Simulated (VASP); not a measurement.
Consider the following.

```
CELL_PARAMETERS angstrom
      0.00000     2.03952     2.03952
      2.03952     0.00000     2.03952
      2.03952     2.03952     0.00000
ATOMIC_POSITIONS crystal
  Ag 0.00000 0.00000 0.00000
```

The numbers are results of PBE GGA, VASP's PBE PAW potentials (set 64) (plane waves; VASP 6.6.1), not measurements. Run with 480 eV cut-off, 14×14×14 Γ-centred mesh, first-order Methfessel-Paxton smearing of 0.10 eV, potentials Ag.

Task: What does the run give for the energy per atom (σ→0), pressure, band gap (on the k-mesh) with the smallest direct gap where there is one?

Result: 
| Property | Value |
|---|---|
| band gap (on the k-mesh) | none (metal, semimetal or under 0.01 eV) |
| energy per atom (σ→0) | -260.9 kJ/mol of atoms |
| pressure | 5.09 GPa |

The compound is Ag in the fcc structure. This cell was strained or had an atom moved on purpose.
